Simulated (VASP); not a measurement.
All values below come from PBE GGA, VASP's PBE PAW potentials (set 64) (plane waves; VASP 6.6.1).

VASP input:

**KPOINTS**
```
K-points
0
G
7 7 7
```

**POSCAR**
```
SnTe
1
    0.0000000000     3.2232000000     3.2232000000
    3.2232000000     0.0000000000     3.2232000000
    3.2232000000     3.2232000000     0.0000000000
Sn Te
1 1
Direct
  0.0000000000   0.0000000000   0.0000000000
  0.5000000000   0.5000000000   0.5000000000
```

INCAR:
```
SYSTEM = SnTe
PREC = Accurate; ENCUT = 400; LREAL = .FALSE.
LASPH = .TRUE.
EDIFF = 1E-6; NELM = 100; ALGO = Normal
LMAXMIX = 4
ISMEAR = 0; SIGMA = 0.05
GGA = PE
ISIF = 2
LWAVE = .FALSE.; LCHARG = .FALSE.
```

POTCAR, in this order: Sn_d Te (PBE.64 set). Program: vasp_std.

The run wrote:

### OUTCAR
```
 ion  position               nearest neighbor table
   1  0.000  0.000  0.000-   2 3.22   2 3.22   2 3.22   2 3.22   2 3.22   2 3.22
   2  0.500  0.500  0.500-   1 3.22   1 3.22   1 3.22   1 3.22   1 3.22   1 3.22
  LATTYP: Found a face centered cubic cell.
 ALAT       =     6.4464000000
 Subroutine PRICEL returns:
 Original cell was already a primitive cell.
 Subroutine GETGRP returns: Found 48 space group operations
The static configuration has the point symmetry O_h .
The dynamic configuration has the point symmetry O_h .
 Subroutine INISYM returns: Found 48 space group operations
 Subroutine IBZKPT returns following result:
 Found     20 irreducible k-points:

 Following reciprocal coordinates:
            Coordinates               Weight
  0.000000  0.000000  0.000000      1.000000
  0.142857  0.000000  0.000000      8.000000
  0.285714  0.000000  0.000000      8.000000
  0.428571  0.000000  0.000000      8.000000
  0.142857  0.142857  0.000000      6.000000
  0.285714  0.142857  0.000000     24.000000
  0.428571  0.142857  0.000000     24.000000
 -0.428571  0.142857  0.000000     24.000000
 -0.285714  0.142857  0.000000     24.000000
 -0.142857  0.142857  0.000000     12.000000
  0.285714  0.285714  0.000000      6.000000
  0.428571  0.285714  0.000000     24.000000
 -0.428571  0.285714  0.000000     24.000000
 -0.285714  0.285714  0.000000     12.000000
  0.428571  0.428571  0.000000      6.000000
 -0.428571  0.428571  0.000000     12.000000
  0.428571  0.285714  0.142857     24.000000
 -0.428571  0.285714  0.142857     48.000000
 -0.428571  0.428571  0.142857     24.000000
 -0.285714  0.428571  0.142857     24.000000
   k-points           NKPTS =     20   k-points in BZ     NKDIM =     20   number of bands    NBANDS=     14
   number of dos      NEDOS =    301   number of ions     NIONS =      2
   total plane-waves  NPLWV =  27000
   dimension x,y,z NGX =    30 NGY =   30 NGZ =   30
...
```

### OSZICAR
```
       N       E                     dE             d eps       ncg     rms          rms(c)
DAV:   1     0.109962467642E+03    0.10996E+03   -0.85792E+03   566   0.133E+03
DAV:   2     0.147421625106E+01   -0.10849E+03   -0.10640E+03   584   0.310E+02
DAV:   3    -0.740996313019E+01   -0.88842E+01   -0.87448E+01   740   0.899E+01
DAV:   4    -0.762795981439E+01   -0.21800E+00   -0.21795E+00   630   0.156E+01
DAV:   5    -0.763758418879E+01   -0.96244E-02   -0.96243E-02   828   0.298E+00    0.394E+00
DAV:   6    -0.756376324781E+01    0.73821E-01   -0.19329E-01   666   0.315E+00    0.249E+00
DAV:   7    -0.756473884845E+01   -0.97560E-03   -0.58529E-02   668   0.130E+00    0.887E-01
DAV:   8    -0.756567724140E+01   -0.93839E-03   -0.72256E-03   596   0.803E-01    0.154E-01
DAV:   9    -0.756575927814E+01   -0.82037E-04   -0.73641E-04   718   0.273E-01    0.399E-02
DAV:  10    -0.756577796493E+01   -0.18687E-04   -0.90854E-05   584   0.800E-02    0.255E-02
DAV:  11    -0.756578634142E+01   -0.83765E-05   -0.36877E-05   614   0.472E-02    0.199E-02
DAV:  12    -0.756578637175E+01   -0.30326E-07   -0.22293E-06   668   0.104E-02
   1 F= -.75657864E+01 E0= -.75657864E+01  d E =-.809042E-14
```

### OUTCAR
```
------------------------ aborting loop because EDIFF is reached ----------------------------------------
  FORCE on cell =-STRESS in cart. coord.  units (eV):
  Direction    XX          YY          ZZ          XY          YZ          ZX
  --------------------------------------------------------------------------------------
  Total       -0.3239569     -0.3239569     -0.3239569      0.0000000     -0.0000000      0.0000000
  in kB       -7.7500774     -7.7500774     -7.7500774      0.0000000     -0.0000000      0.0000000
  external PRESSURE =      -7.7500774 kB  Pullay stress =       0.0000000 kB
  volume of cell :       66.97
      direct lattice vectors                 reciprocal lattice vectors
     0.000000000  3.223200000  3.223200000    -0.155125341  0.155125341  0.155125341
     3.223200000  0.000000000  3.223200000     0.155125341 -0.155125341  0.155125341
     3.223200000  3.223200000  0.000000000     0.155125341  0.155125341 -0.155125341
 POSITION                                       TOTAL-FORCE (eV/Angst)
 -----------------------------------------------------------------------------------
      0.00000      0.00000      0.00000         0.000000      0.000000     -0.000000
      3.22320      3.22320      3.22320        -0.000000      0.000000      0.000000
 -----------------------------------------------------------------------------------
    total drift:                               -0.000000      0.000000      0.000000
  FREE ENERGIE OF THE ION-ELECTRON SYSTEM (eV)
  ---------------------------------------------------
  free  energy   TOTEN  =        -7.5657863717 eV

  energy  without entropy=       -7.5657863717  energy(sigma->0) =       -7.56578637
```
(Selected blocks of OUTCAR.)

The compound is SnTe in the rock salt structure, which distorts at low temperature. The cell was not relaxed at this level.
